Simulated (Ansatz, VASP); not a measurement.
**One calculation of Ca2PtS2, two programs**

```
CELL_PARAMETERS angstrom
4.72728 0.00000 0.00000
-2.36364 4.09395 0.00000
0.00000 0.00000 5.58027
ATOMIC_POSITIONS crystal
Pt 0.00000 0.00000 0.00000
S 0.33333 0.66667 0.23846
S 0.66667 0.33333 0.76154
Ca 0.33333 0.66667 0.74021
Ca 0.66667 0.33333 0.25979
```

Alike in both runs: functional PBE; dispersion D3(BJ); k mesh 6 × 6 × 6; occupations gaussian, width 0.1 eV; no spin polarisation.

Ansatz relaxed the structure, and its values are those at the end. VASP's run is a single point on that final structure, the one shown.

```csv
,VASP,Ansatz
version,VASP 6.6.1,Ansatz 0.2.0
potentials or method,"VASP PAW PBE potentials, release 64 (Pt, S, Ca_sv)","scalar-relativistic, plane waves, PAW"
plane-wave cutoff (eV),520,420
valence electrons in the cell,42,50
```

```tsv
	VASP	Ansatz	Ansatz less VASP
gap on the k mesh at the Fermi level (eV)	none	none	-
pressure (GPa)	0.1	0.0	-0.16
rms of the force components (eV/Å)	0.004	0.005	+0.0017
```

A gap of «none» marks a metal or a gap that the smearing closes. The two sets of potentials don't hold the same shells in valence.

Caveats: pairwise dispersion overbinds metals, which lowers pressure and volume. Spin-orbit coupling is left out, which matters for the levels of Pt.
